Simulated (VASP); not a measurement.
Crystal: C3H4, in a box.

```
C H
1.0
    14.19329    0.00000    0.00000
     0.00000   14.69329    0.00000
     0.00000    0.00000   15.19329
C H
3 4
Cartesian
  6.0800 7.3511 8.9459
  6.8086 7.3833 7.9794
  7.6822 7.4227 6.8197
  5.4365 7.3229 9.7998
  7.6887 8.4245 6.3632
  7.3541 6.7049 6.0521
  8.7179 7.1713 7.0953
```

Base run:

```yaml
Program: VASP 6.6.1
Functional: RPBE
Potentials_or_basis: VASP PAW PBE potentials, release 64 (C, H)
Cutoff: 400 eV
k_mesh: 1 × 1 × 1
Occupations: gaussian, width 0.01 eV
Spin: no spin polarisation
```

Its results: gap between the frontier levels 5.81 eV; largest force 0.357 eV/Å.

The run is repeated on the same cell with these changes: functional from RPBE to PBE. What comes out?

Gap between the frontier levels 5.93 eV; largest force 0.011 eV/Å.

Caveats: the standard files for N, O and F lose accuracy on very short bonds; the PAW data sets were made with another functional, which shifts forces and pressure a little (some runs).

A k mesh can miss the band edges.

Not every run made on this cell is shown here.
